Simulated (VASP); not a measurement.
## SiC: phonons with LDA

Crystal: SiC.

```
Si C
1.0
     0.00000    2.17700    2.17700
     2.17700    0.00000    2.17700
     2.17700    2.17700    0.00000
Si C
1 1
Direct
  0.75000 0.75000 0.75000
  0.00000 0.00000 0.00000
```

The cell is a database's computed one.

| Property | Result |
| --- | --- |
| Program | VASP 6.6.1 |
| Task | phonons |
| Functional | LDA |
| Potentials or basis | VASP PAW LDA potentials, release 64 (Si, C) |
| Cutoff | 600 eV |
| k mesh | 14 × 14 × 14 |
| Occupations | gaussian, width 0.02 eV |
| Spin | no spin polarisation |
| By perturbation theory | yes |
| Further INCAR settings | ALGO = Normal; EDIFF = 1e-08; IBRION = 8; NSW = 1 |

| Property | Result |
| --- | --- |
| Relaxed volume | 10.15 Å³/atom |
| Relaxed cell | a = 3.062 Å, b = 3.062 Å, c = 3.062 Å, α = 60.00°, β = 60.00°, γ = 60.00° |
| Space group after relaxing (to 0.05 Å) | F-43m (No. 216) |
| Highest phonon frequency at Γ, LO-TO splitting left out | 797 cm⁻¹ |

Step by step:
| step | energy change (eV) | largest force (eV/Å) | pressure (GPa) | volume (Å³) |
| --- | --- | --- | --- | --- |
| 1 | 0.0000 | 0.0000 | -3.60 | 20.63 |
| 2 | 0.0007 | 0.0000 | 4.13 | 19.95 |
| 3 | -0.0038 | 0.0000 | -0.01 | 20.30 |

Final structure:
```
Si C
1.0
     0.00000    2.16527    2.16527
     2.16527    0.00000    2.16527
     2.16527    2.16527    0.00000
Si C
1 1
Direct
  0.75000 0.75000 0.75000
  0.00000 0.00000 0.00000
```

Phonon frequencies in cm⁻¹ (negative: imaginary):
| q point | frequencies |
| --- | --- |
| (0.000, 0.000, 0.000) | 0 0 0 797 797 797 |

Run time: 2.4 min on 1 thread of Intel(R) Xeon(R) Platinum 8259CL CPU @ 2.50GHz (Skylake/Cascade Lake), with other jobs on the host, peak memory 0.32 GiB.
